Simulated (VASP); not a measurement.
# InGaO2: relaxation of cell and atoms with PBE

Crystal: InGaO2.

```
In Ga O
1.0
     1.61979    0.93518    6.70768
    -1.61979    0.93518    6.70768
     0.00000   -1.87037    6.70768
In Ga O
1 1 2
Direct
  0.00000 0.00000 0.00000
  0.50000 0.50000 0.50000
  0.11103 0.11103 0.11103
  0.88897 0.88897 0.88897
```

The cell was built by a generator and needn't be a form met in nature.

* Program: VASP 6.6.1
* Task: relaxation of cell and atoms
* Functional: PBE
* Potentials or basis: VASP PAW PBE potentials, release 64 (In_d, Ga_d, O)
* Cutoff: 520 eV
* k mesh: 6 × 6 × 6
* Occupations: gaussian, width 0.15 eV
* Spin: no spin polarisation
* Further INCAR settings: PREC = Normal; ALGO = Fast; EDIFF = 0.0001; IBRION = 2; EDIFFG = -0.08; NSW = 24; ISIF = 3

| Quantity | Value |
| --- | --- |
| Relaxed volume | 13.36 Å³/atom |
| Relaxed cell | a = 6.879 Å, b = 6.879 Å, c = 6.879 Å, α = 25.58°, β = 25.58°, γ = 25.58° |
| Space group after relaxing (to 0.05 Å) | R-3m (No. 166) |
| Energy gained by relaxing | 154.8 meV/atom |
| Ionic steps | 5 |
| Pressure after relaxing | 0.7 GPa |
| Largest force after relaxing | 0.055 eV/Å |
| Band gap on the k mesh | none (metal or under the smearing width) |

Forces on the atoms (eV/Å):
```
In   0.000  0.000  0.000
Ga   0.000  0.000  0.000
O    0.000  0.000  0.055
O    0.000  0.000 -0.055
```

Stress tensor (GPa, compression positive):
```
0.76 0.00 0.00
0.00 0.76 0.00
0.00 0.00 0.47
```

Step by step:
| step | energy change (eV) | largest force (eV/Å) | pressure (GPa) | volume (Å³) |
| --- | --- | --- | --- | --- |
| 1 | 0.0000 | 1.9729 | -12.56 | 60.96 |
| 2 | -0.5657 | 0.4391 | 6.25 | 50.98 |
| 3 | -0.6106 | 0.1877 | 1.55 | 52.73 |
| 4 | -0.6105 | 0.2382 | 0.51 | 52.89 |
| 5 | -0.6194 | 0.0548 | 0.66 | 53.44 |

Final structure:
```cif
data_structure
_symmetry_space_group_name_H-M 'P 1'
_symmetry_Int_Tables_number 1
_cell_length_a 6.8789
_cell_length_b 6.8789
_cell_length_c 6.8789
_cell_angle_alpha 25.584
_cell_angle_beta 25.584
_cell_angle_gamma 25.584
_cell_volume 53.44
loop_
_atom_site_label
_atom_site_type_symbol
_atom_site_fract_x
_atom_site_fract_y
_atom_site_fract_z
_atom_site_occupancy
In1 In 0.00000 0.00000 0.00000 1
Ga1 Ga 0.50000 0.50000 0.50000 1
O1 O 0.11522 0.11522 0.11522 1
O2 O 0.88478 0.88478 0.88478 1
```

Levels at points of the mesh, in eV from the Fermi level:
```
           k point  band 17  band 18  band 19  band 20  band 21  band 22
(0.00, 0.00, 0.00)    -2.76    -2.51    -2.51     2.75     2.82     6.18
(0.50, 0.00, 0.00)    -3.51    -2.44    -2.21    -0.41     4.38     7.04
(0.50, 0.50, 0.00)    -4.23    -2.37    -1.93     0.25     4.46     5.30
(0.50, 0.50, 0.50)    -2.55    -2.55    -1.62     0.26     4.96     5.43
```

Run time: 3 min on 1 thread of AMD EPYC 9R14 (Zen 4), on a shared host, peak memory 0.25 GiB.

Caveat: the k mesh is coarse (spacing up to 0.38 Å⁻¹), so the values aren't converged; the relaxation stopped at a loose force limit of 0.08 eV/Å, so its end isn't a converged minimum.
